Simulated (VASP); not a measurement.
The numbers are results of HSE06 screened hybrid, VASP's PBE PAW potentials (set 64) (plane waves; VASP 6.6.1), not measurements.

Input for VASP

File KPOINTS:
```
Regular mesh
0
Gamma
  1 1 1
```

### INCAR
```
# general
SYSTEM  =In31ZnP32
PREC    =Normal
ENCUT   =400
LREAL   =Auto   # projection in real space or not
LASPH   =.TRUE.
ISYM    =0
NELECT  =266.0

# electronic loop
EDIFF   =1E-5   # SCF stop (eV)
NELM    =50   # most electronic steps
NELMIN  =4
ALGO    =Normal   # blocked Davidson
LMAXMIX =4   # l cut-off of mixed one-centre charges

# smearing
ISMEAR  =0
SIGMA   =0.05   # width (eV)

# functional
GGA     =PE   # PBE
LHFCALC =.TRUE.
AEXX    =0.25
HFSCREEN=0.2
PRECFOCK=Fast

# ions
ISIF    =0

# output
LWAVE   =.FALSE.
LCHARG  =.FALSE.
```

POSCAR:
```
In31ZnP32
11.9995220
  0.9999999778   0.0000000000   0.0000000000
  0.0000000000   0.9999999778   0.0000000000
  0.0000000000   0.0000000000   0.9999999778
In P Zn
31 32 1
Direct
  0.5000886039   0.0004246627   0.0002133796
  0.7495667404   0.2502122610   0.0000639160
  0.7494880221   0.9997568228   0.2506345909
  0.9999829649   0.9999512808   0.9999759367
  0.2506595972   0.2506161155   0.0004913091
  0.4999237873   0.4999009425   0.0001847162
  0.7494771317   0.7494586765   0.0000797819
  0.2506174797   0.0004924005   0.2505882968
  0.5026762998   0.2540378246   0.2541112231
  0.7466277274   0.4979772087   0.2536140101
  0.4999611440   0.0000352216   0.4999239831
  0.7466111897   0.2535569474   0.4979118871
  0.7494481038   0.0000855578   0.7493446353
  0.9998843275   0.4999903042   0.0002477742
  0.2502151256   0.7498084612   0.9999798442
  0.0003522827   0.2505873091   0.2504832711
  0.2537682362   0.5025371899   0.2536264732
  0.4978145856   0.7465322278   0.2535698083
  0.9997354425   0.0000186425   0.5001106529
  0.2535266095   0.2536401847   0.5024249228
  0.7461068229   0.7459790927   0.5027490010
  0.2505247033   0.9998937273   0.7494367380
  0.4979652289   0.2532924443   0.7468331520
  0.7468329470   0.5019077316   0.7469864062
  0.9996737566   0.7496481148   0.2505225819
  0.0000120337   0.4999638211   0.4998573240
  0.2534904821   0.7466183136   0.4976441196
  0.9999936327   0.2503826934   0.7495366199
  0.2530747559   0.4981341270   0.7469251667
  0.5020764627   0.7467407019   0.7469782570
  0.9999353322   0.7496915022   0.7493312344
  0.6244761907   0.1259909457   0.1262633833
  0.8740577789   0.3754772783   0.1260648146
  0.8741173087   0.1260197358   0.3754578239
  0.1250730307   0.1250709537   0.1250504813
  0.3752742621   0.3751097789   0.1262535255
  0.6249609293   0.6249026628   0.1259375095
  0.8747633112   0.8750559616   0.1249463729
  0.3753144600   0.1262074259   0.3751977522
  0.6177969614   0.3828675652   0.3829111979
  0.8740856386   0.6251311823   0.3752228389
  0.6248481426   0.1259180882   0.6248257764
  0.8743214758   0.3749163410   0.6250959311
  0.8749675158   0.1247379382   0.8748311761
  0.1258214001   0.6245773920   0.1260410444
  0.3755425161   0.8742856650   0.1260621543
  0.1261153267   0.3752033070   0.3750218384
  0.3825089750   0.6177335392   0.3825340762
  0.6250270790   0.8739820242   0.3753526296
  0.1258888288   0.1257992891   0.6244394487
  0.3820578180   0.3822942435   0.6183721089
  0.6175355185   0.6174633780   0.6185940254
  0.8738974280   0.8740846878   0.6243854615
  0.3754243044   0.1259129596   0.8741998312
  0.6250823487   0.3747421802   0.8744506279
  0.8742498859   0.6245503439   0.8741411380
  0.1259407886   0.8743339091   0.3754612412
  0.1257918120   0.6251378136   0.6248137883
  0.3750569725   0.8741672273   0.6249777178
  0.1259075864   0.3754550623   0.8743918606
  0.3748113104   0.6252109744   0.8745391602
  0.6245249089   0.8743826252   0.8742308435
  0.1248588374   0.8751697143   0.8747153092
  0.4996397892   0.4999962949   0.5007410981
```

POTCAR, in this order: In P Zn (PBE.64 set). Program: vasp_gam. Read from the step before: WAVECAR.

The cell is charged, with a uniform compensating background. The supercell is sampled at Γ alone, which is coarse: total energies, pressure and levels can be off, energies of defects by several tenths of an eV.

Q: Predict the energy per atom (σ→0).

A: 
```yaml
energy per atom (σ→0): -4.841 eV/atom
```

### OSZICAR
```
...
DAV:   5    -0.309827470705E+03    0.56909E-02   -0.38075E-03   376   0.989E-02    0.151E+00
DAV:   6    -0.309825390589E+03    0.20801E-02   -0.97545E-04   376   0.531E-02    0.800E-01
DAV:   7    -0.309824622995E+03    0.76759E-03   -0.28113E-04   378   0.282E-02    0.419E-01
DAV:   8    -0.309824350852E+03    0.27214E-03   -0.99999E-05   360   0.175E-02    0.215E-01
DAV:   9    -0.309824259240E+03    0.91611E-04   -0.35718E-05   282   0.109E-02    0.110E-01
DAV:  10    -0.309824230894E+03    0.28347E-04   -0.17283E-05   240   0.802E-03    0.522E-02
DAV:  11    -0.309824223594E+03    0.72992E-05   -0.71936E-06   218   0.492E-03
   1 F= -.30982422E+03 E0= -.30982422E+03  d E =-.153463E-11
```

The cell is a supercell with a defect, built from InP (zinc blende): Zn_In, charge -1. The cell's shape comes from a PBE relaxation. The run is not spin-polarised, so no state with unpaired spins was tried.
